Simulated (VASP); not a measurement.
Input for VASP

File KPOINTS:
```
K-points
0
gamma
 8 8 8
0 0 0
```

POSCAR:
```
AlInN2
5.6746880
 -0.4140957058   0.4140957058   0.8105858248
  0.4140957058  -0.4140957058   0.8105858248
  0.4140957058   0.4140957058  -0.8105858248
Al In N
2 2 4
direct
  0.7500000000   0.2500000000   0.5000000000
  0.0000000000   0.0000000000   0.0000000000
  0.2500000000   0.7500000000   0.5000000000
  0.5000000000   0.5000000000   0.0000000000
  0.6727252440   0.1250000000   0.0477252440
  0.8750000000   0.9227252440   0.5477252440
  0.0772747560   0.6250000000   0.9522747560
  0.3750000000   0.3272747560   0.4522747560
```

**INCAR**
```
ISIF  =  2   # forces and stress, cell fixed
LASPH  =  .True.   # aspherical one-centre terms
SYSTEM  =  AlInN2
LEFG  =  .True.
LMAXMIX  =  4   # l cut-off of mixed one-centre charges
ISMEAR  =  -5
LCHARG  =  .True.
PREC  =  Accurate
ALGO  =  Normal   # blocked Davidson
EDIFF  =  1E-7   # SCF stop (eV)
LORBIT  =  11
LWAVE  =  .False.
GGA  =  PS   # PBEsol
NEDOS  =  601   # DOS grid
NELM  =  100
LREAL  =  .False.   # projection in real space or not
ENCUT  =  520   # plane-wave cut-off (eV)
```

POTCAR, in this order: Al In_d N (PBE.64 set). Program: vasp_std.

**Question.** Write an equivalent input for Ansatz.

**Answer.** One equivalent input (not run):
Ansatz 0.2 input:
```yaml
crystal:
  lattice:
    - [-2.3498639, 2.3498639, 4.5998217]
    - [2.3498639, -2.3498639, 4.5998217]
    - [2.3498639, 2.3498639, -4.5998217]
  atoms:
    - { symbol: Al, position: [0.7500000, 0.2500000, 0.5000000] }
    - { symbol: Al, position: [0.0000000, 0.0000000, 0.0000000] }
    - { symbol: In, position: [0.2500000, 0.7500000, 0.5000000] }
    - { symbol: In, position: [0.5000000, 0.5000000, 0.0000000] }
    - { symbol: N, position: [0.6727252, 0.1250000, 0.0477252] }
    - { symbol: N, position: [0.8750000, 0.9227252, 0.5477252] }
    - { symbol: N, position: [0.0772748, 0.6250000, 0.9522748] }
    - { symbol: N, position: [0.3750000, 0.3272748, 0.4522748] }
kpoints:
  mp_grid: { grid: [8, 8, 8] }
hamiltonian:
  xc: pbesol
  pseudopotentials: { kind: paw }
scf:
  occupations: { method: tetrahedron }
  max_iter: 100
output: { forces: true, stress: true, eigenvalues: true }
```
Limits of the translation: each code has its own PAW files, so the cut-off isn't converted (ENCUT is set for VASP's; basis.ecutwfc is left out, and Ansatz then takes the one that its files recommend); Ansatz stops its SCF on the density residual and VASP on the energy change (EDIFF); the field gradients of LEFG aren't asked of the other code.

The structure comes from a computed database's AlInN2 entry (I-42d); how it stands against other phases isn't given here. It was relaxed first.
